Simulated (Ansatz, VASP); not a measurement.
# Cross-check of TiAl3 between VASP and Ansatz, part 2 of 2

Aim: how closely do two programs agree when they are given the same cell, functional and k mesh? The cell is taken from a series of runs on this material, whose earlier steps may have relaxed, scaled, displaced or heated it; both programs get it as it stands.

VASP 6.6.1 and Ansatz 0.2.0.

So far: Starting point; Ansatz: zone-centre phonons, PBEsol; VASP: zone-centre phonons, PBEsol.

### 3. VASP: zone-centre phonons, PBEsol (continued)

Level of this step: PBEsol; plane waves and PAW (Al, Ti_sv) (VASP).

Numbers of over 12 decimals in the logs are rounded to 6 here.

Parts of OUTCAR (step 3):

```text
ion  position               nearest neighbor table
   1  0.500  0.500  0.000-   4 2.66   4 2.66   4 2.66   4 2.66   3 2.83   2 2.83   3 2.83   2 2.83
                             3 2.83   3 2.83   2 2.83   2 2.83
   2  0.750  0.250  0.500-   3 2.66   3 2.66   3 2.66   3 2.66   4 2.83   1 2.83   4 2.83   4 2.83
                             1 2.83   1 2.83   4 2.83   1 2.83
   3  0.250  0.750  0.500-   2 2.66   2 2.66   2 2.66   2 2.66   4 2.83   1 2.83   4 2.83   1 2.83
                             4 2.83   4 2.83   1 2.83   1 2.83
   4  0.000  0.000  0.000-   1 2.66   1 2.66   1 2.66   1 2.66   3 2.83   2 2.83   3 2.83   3 2.83
                             2 2.83   2 2.83   3 2.83   2 2.83

  LATTYP: Found a body centered tetragonal cell.
 ALAT       =     3.7645102832
 C/A-ratio  =     2.2400353239

 Subroutine GETGRP returns: Found 16 space group operations
 (whereof 16 operations were pure point group operations)

The static configuration has the point symmetry D_4h.

 Found    349 irreducible k-points:

   k-points           NKPTS =    349   k-points in BZ     NKDIM =    349   number of bands    NBANDS=     16

   dimension x,y,z NGX =    36 NGY =   36 NGZ =   36
   dimension x,y,z NGXF=    72 NGYF=   72 NGZF=   72

   ENCUT  =  500.0 eV  36.75 Ry    6.06 a.u.   9.09  9.09  9.09*2*pi/ulx,y,z

   NELECT =      21.0000    total number of electrons

 k-points in reciprocal lattice and weights: Automatic mesh
   0.00000000  0.00000000  0.00000000       0.000
   0.06250000  0.00000000 -0.00000000       0.002
   0.12500000  0.00000000 -0.00000000       0.002
   0.18750000  0.00000000 -0.00000000       0.002
   0.25000000  0.00000000 -0.00000000       0.002
   0.31250000  0.00000000  0.00000000       0.002
   0.37500000  0.00000000 -0.00000000       0.002
   0.43750000  0.00000000 -0.00000000       0.002
   0.50000000  0.00000000 -0.00000000       0.001
[...]
-0.43750000 -0.43750000  0.43750000       0.000
   0.50000000  0.50000000  0.50000000       0.000

 average (electrostatic) potential at core
       1 -70.6889       2 -70.5864       3 -70.5864       4 -71.2935

  Total        1.8994615      1.8994615      1.8886475      0.0000000     -0.0000000      0.0000000
  in kB       50.9320022     50.9320022     50.6420355      0.0000000     -0.0000000      0.0000000
  external PRESSURE =      50.8353467 kB  Pullay stress =       0.0000000 kB

  energy-cutoff  :      500.00
  volume of cell :       59.75
      direct lattice vectors                 reciprocal lattice vectors
    -1.882255142  1.882255142  4.216318006     0.000000000  0.265638802  0.118586881
     1.882255142 -1.882255142  4.216318006     0.265638802  0.000000000  0.118586881
     1.882255142  1.882255142 -4.216318006     0.265638802  0.265638802  0.000000000

 POSITION                                       TOTAL-FORCE (eV/Angst)
 -----------------------------------------------------------------------------------
      0.00000      0.00000      4.21632         0.000000     -0.000000     -0.000000
      0.00000      1.88226      2.10816        -0.000000      0.000000      0.000000
      1.88226      0.00000      2.10816         0.000000     -0.000000     -0.000000
      0.00000      0.00000      0.00000         0.000000     -0.000000     -0.000000
 -----------------------------------------------------------------------------------
    total drift:                               -0.000000      0.000000      0.000000

 Eigenvectors and eigenvalues of the dynamical matrix
 ----------------------------------------------------

   1 f  =   11.162394 THz    70.135392 2PiTHz  372.337397 cm-1    46.163933 meV
             X         Y         Z           dx          dy          dz
      0.000000  0.000000  4.216318     0.790522    0.129282   -0.000000
      0.000000  1.882255  2.108159    -0.001700   -0.000278    0.000000
      1.882255  0.000000  2.108159    -0.001700   -0.000278   -0.000000
      0.000000  0.000000  0.000000    -0.590780   -0.096616   -0.000000

   2 f  =   11.162394 THz    70.135392 2PiTHz  372.337397 cm-1    46.163933 meV
             X         Y         Z           dx          dy          dz
      0.000000  0.000000  4.216318     0.129282   -0.790522   -0.000000
      0.000000  1.882255  2.108159    -0.000278    0.001700    0.000000
      1.882255  0.000000  2.108159    -0.000278    0.001700    0.000000
      0.000000  0.000000  0.000000    -0.096616    0.590780   -0.000000

   3 f  =   11.005343 THz    69.148608 2PiTHz  367.098719 cm-1    45.514420 meV
             X         Y         Z           dx          dy          dz
      0.000000  0.000000  4.216318     0.000000    0.000000   -0.000000
      0.000000  1.882255  2.108159    -0.112937   -0.698029    0.000000
      1.882255  0.000000  2.108159     0.112937    0.698029   -0.000000
      0.000000  0.000000  0.000000    -0.000000   -0.000000   -0.000000

   4 f  =   11.005343 THz    69.148608 2PiTHz  367.098719 cm-1    45.514420 meV
             X         Y         Z           dx          dy          dz
      0.000000  0.000000  4.216318     0.000000    0.000000   -0.000000
      0.000000  1.882255  2.108159     0.698029   -0.112937   -0.000000
      1.882255  0.000000  2.108159    -0.698029    0.112937    0.000000
      0.000000  0.000000  0.000000    -0.000000   -0.000000    0.000000

   5 f  =   10.646133 THz    66.891626 2PiTHz  355.116767 cm-1    44.028848 meV
             X         Y         Z           dx          dy          dz
      0.000000  0.000000  4.216318    -0.000000    0.000000   -0.389003
      0.000000  1.882255  2.108159    -0.000000   -0.000000    0.539010
      1.882255  0.000000  2.108159    -0.000000   -0.000000    0.539010
      0.000000  0.000000  0.000000     0.000000   -0.000000   -0.517313

   6 f  =    8.282296 THz    52.039201 2PiTHz  276.267659 cm-1    34.252809 meV
             X         Y         Z           dx          dy          dz
      0.000000  0.000000  4.216318     0.000000    0.000000   -0.000000
      0.000000  1.882255  2.108159    -0.000000   -0.000000   -0.707107
      1.882255  0.000000  2.108159    -0.000000   -0.000000    0.707107
      0.000000  0.000000  0.000000     0.000000    0.000000    0.000000

   7 f  =    7.310086 THz    45.930624 2PiTHz  243.838219 cm-1    30.232073 meV
             X         Y         Z           dx          dy          dz
      0.000000  0.000000  4.216318    -0.337924   -0.186635   -0.000000
      0.000000  1.882255  2.108159     0.471776    0.260562   -0.000000
      1.882255  0.000000  2.108159     0.471776    0.260562    0.000000
      0.000000  0.000000  0.000000    -0.454890   -0.251235    0.000000

   8 f  =    7.310086 THz    45.930624 2PiTHz  243.838219 cm-1    30.232073 meV
             X         Y         Z           dx          dy          dz
      0.000000  0.000000  4.216318     0.186635   -0.337924    0.000000
      0.000000  1.882255  2.108159    -0.260562    0.471776   -0.000000
      1.882255  0.000000  2.108159    -0.260562    0.471776    0.000000
      0.000000  0.000000  0.000000     0.251235   -0.454890   -0.000000

   9 f  =    6.527074 THz    41.010813 2PiTHz  217.719741 cm-1    26.993795 meV
             X         Y         Z           dx          dy          dz
      0.000000  0.000000  4.216318     0.000000   -0.000000   -0.799281
      0.000000  1.882255  2.108159    -0.000000    0.000000   -0.000037
      1.882255  0.000000  2.108159    -0.000000    0.000000   -0.000037
      0.000000  0.000000  0.000000     0.000000   -0.000000    0.600957

  10 f/i=    0.001471 THz     0.009240 2PiTHz    0.049054 cm-1     0.006082 meV
             X         Y         Z           dx          dy          dz
      0.000000  0.000000  4.216318     0.389560   -0.239956    0.000000
      0.000000  1.882255  2.108159     0.389742   -0.240068    0.000000
      1.882255  0.000000  2.108159     0.389742   -0.240068    0.000000
      0.000000  0.000000  0.000000     0.519028   -0.319704    0.000000

  11 f/i=    0.001471 THz     0.009240 2PiTHz    0.049054 cm-1     0.006082 meV
             X         Y         Z           dx          dy          dz
      0.000000  0.000000  4.216318    -0.239956   -0.389560   -0.000000
      0.000000  1.882255  2.108159    -0.240068   -0.389742   -0.000000
      1.882255  0.000000  2.108159    -0.240068   -0.389742   -0.000000
      0.000000  0.000000  0.000000    -0.319704   -0.519028   -0.000000

  12 f/i=    0.003628 THz     0.022796 2PiTHz    0.121020 cm-1     0.015005 meV
             X         Y         Z           dx          dy          dz
      0.000000  0.000000  4.216318    -0.000000   -0.000000    0.458068
      0.000000  1.882255  2.108159    -0.000000   -0.000000    0.457677
      1.882255  0.000000  2.108159    -0.000000   -0.000000    0.457677
      0.000000  0.000000  0.000000    -0.000000   -0.000000    0.609293

 ELASTIC MODULI CONTR FROM IONIC RELAXATION (kBar)
 Direction    XX          YY          ZZ          XY          YZ          ZX
 --------------------------------------------------------------------------------
 XX          -3.1194      3.1194      0.0000      0.0000      0.0000     -0.0000
 YY           3.1194     -3.1194      0.0000      0.0000     -0.0000      0.0000
 ZZ           0.0000      0.0000      0.0000      0.0000      0.0000      0.0000
 XY           0.0000      0.0000      0.0000      0.0000      0.0000      0.0000
 YZ           0.0000     -0.0000      0.0000      0.0000    -11.5044      0.0000
 ZX          -0.0000      0.0000      0.0000      0.0000      0.0000    -13.4927
 --------------------------------------------------------------------------------
```

This run has no spin polarisation. Its electron count is odd, so without a moment it is a metal by construction.

### 4. Side by side

Known differences besides the potentials themselves: the cutoff is 420 eV in Ansatz and 500 eV in VASP; Ansatz makes its cores anew for this functional, VASP keeps those of its PBE data sets. Total energies have different zeros and are not compared.

Both answers:

| quantity | Ansatz | VASP | difference |
| --- | --- | --- | --- |
| optical mode 1 (cm⁻¹) | 217.2 | 217.7 | -0.23 % |
| optical mode 2 to 3 (cm⁻¹) | 243.4 | 243.8 | -0.20 % |
| optical mode 4 (cm⁻¹) | 275.8 | 276.3 | -0.18 % |
| optical mode 5 (cm⁻¹) | 354.2 | 355.1 | -0.27 % |
| optical mode 6 to 7 (cm⁻¹) | 365.9 | 367.1 | -0.32 % |
| optical mode 8 to 9 (cm⁻¹) | 372.0 | 372.3 | -0.10 % |

Modes are paired by rising frequency, not by their patterns, so a pair may set unlike modes beside each other; they are those without the splitting of longitudinal modes.

### 5. Results

```yaml
r_m_s_difference_of_the_optical_zone_centre_modes_each_program_s_sorted_by_frequency_zone_centre_phonons_pbesol: 0.74 cm⁻¹
```

The r.m.s. difference of the optical zone-centre modes, each program's sorted by frequency is 0.74 cm⁻¹ (zone-centre phonons, PBEsol). How closely two codes agree says nothing of how well the functional describes the real material.

[Lines on the potential files, build, host, timing and source positions are cut from VASP's logs without a mark.]

[Logs are printed without paths, hosts, clocks, repeated set-up lines and the standing remarks that a program may print on its own settings, such as how far it seeks lower states.]

[Hosts, paths, dates, database ids (printed as entryN), source tags and the programs' standing remarks are cut or masked in the printed files.]
